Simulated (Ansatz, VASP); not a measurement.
# Be2ZnTe5: VASP beside Ansatz

```
CELL_PARAMETERS angstrom
-3.93348 3.93348 3.30220
3.93348 -3.93348 3.30220
3.93348 3.93348 -3.30220
ATOMIC_POSITIONS crystal
Be 0.75000 0.25000 0.50000
Be 0.25000 0.75000 0.50000
Zn 0.50000 0.50000 0.00000
Te 0.34882 0.82511 0.17392
Te 0.65118 0.17489 0.82608
Te 0.82511 0.65118 0.47629
Te 0.17489 0.34882 0.52371
Te 0.00000 0.00000 0.00000
```

Alike in both runs: task single point; functional PBE; k mesh 4 × 4 × 4; occupations gaussian, width 0.1 eV; no spin polarisation.

|  | VASP | Ansatz |
| --- | --- | --- |
| version | VASP 6.6.1 | Ansatz 0.2.0 |
| potentials or method | VASP PAW PBE potentials, release 64 (Be, Zn, Te) | scalar-relativistic, plane waves, PAW |
| plane-wave cutoff (eV) | 520 | 420 |
| valence electrons in the cell | 46 | 96 |

VASP gave:

```
gap on the k mesh at the Fermi level (eV) : 0.69
least direct gap on the mesh (eV)         : 0.80
pressure (GPa)                            : 0.0
rms of the force components (eV/Å)        : 0.009
```

Task: What did Ansatz give for the same quantities?

Result: gap on the k mesh at the Fermi level (eV): 0.69; least direct gap on the mesh (eV): 0.81; pressure (GPa): 0.0; rms of the force components (eV/Å): 0.003.

Atom by atom the forces differ by 0.007 eV/Å (rms over components). The functional is the same, so the differences come from potentials, cutoffs and numerics. The two sets of potentials don't hold the same shells in valence.

Caveats: spin-orbit coupling is left out, which moves the levels of the heavy elements. A k mesh can miss the band edges.
